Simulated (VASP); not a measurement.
Here is the system:

```yaml
crystal:
  lattice:
    - [0.00000, 2.73182, 2.73182]
    - [2.73182, 0.00000, 2.73182]
    - [2.73182, 2.73182, 0.00000]
  atoms:
    - { symbol: Ce, position: [0.00000, 0.00000, 0.00000] }
    - { symbol: O, position: [0.25000, 0.25000, 0.25000] }
    - { symbol: O, position: [0.75000, 0.75000, 0.75000] }
```

The numbers are results of PBE GGA, VASP's PBE PAW potentials (set 64) (plane waves; VASP), not measurements. Settings: 520 eV cut-off, 7×7×7 Γ-centred mesh, Gaussian smearing of 0.050 eV, potentials Ce O.

Q: What does the run give for the energy per atom (σ→0)?

A: 
| Property | Result |
|---|---|
| energy per atom (σ→0) | -843.6 kJ/mol-atom |

Only differences to runs with the same potentials and settings are physical.

The compound is CeO2 in the fluorite structure. It was relaxed first. The run is not spin-polarised, so no magnetic state was tried.
